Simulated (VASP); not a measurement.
Here is the system:

```yaml
crystal:
  lattice:
    - [4.39911, 0.00000, 0.00000]
    - [-2.19955, 3.80974, 0.00000]
    - [0.00000, 0.00000, 15.07722]
  atoms:
    - { symbol: Ga, position: [0.66667, 0.33333, 0.50000] }
    - { symbol: Sb, position: [0.33333, 0.66667, 0.50000] }
```

Computed with r2SCAN meta-GGA, VASP's PBE PAW potentials (set 64) (plane waves; VASP). Numerical set-up: 400 eV cut-off, 11×11×1 Γ-centred mesh, tetrahedra with Blöchl corrections, potentials Ga_d Sb.

The cell holds a wide vacuum, so values per volume refer to the whole cell.

### Question
Give the energies of bands 7 to 12 at the high-symmetry points, in eV from the Fermi level.

### Answer

```
band      Γ      M      K
----  -----  -----  -----
7     -2.00  -6.58  -6.78
8     -0.85  -2.26  -3.65
9     -0.85  -0.35   0.05
10    -0.12   1.41   1.82
11     3.99   2.09   5.24
12     3.99   6.74   5.54
```

It has no gap at this level: it comes out as a metal or semimetal.

The cell is a sheet with vacuum, built from a generated structure.
